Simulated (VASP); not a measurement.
Input:

```xyz
1
Lattice="0.0000 2.4995 2.4995 2.4995 0.0000 2.4995 2.4995 2.4995 0.0000" Properties=species:S:1:pos:R:3 pbc="T T T"
Pb     0.0000     0.0000     0.0000
```

Computed with PBE GGA with D4 dispersion, VASP's PBE PAW potentials (set 64) (plane waves; VASP). Numerical set-up: 520 eV cut-off, 13×13×13 Γ-centred mesh, first-order Methfessel-Paxton smearing of 0.10 eV, potentials Pb_d.

Q: Give the stress tensor in GPa (positive for a compressed cell).

A: 
```
-1.13   0.00   0.00
 0.00  -1.13   0.00
 0.00   0.00  -1.13
```
The pressure is its mean diagonal, -1.13 GPa.

The compound is Pb in the fcc structure. This cell is one point of a volume scan, at 1.03 of the reference volume.
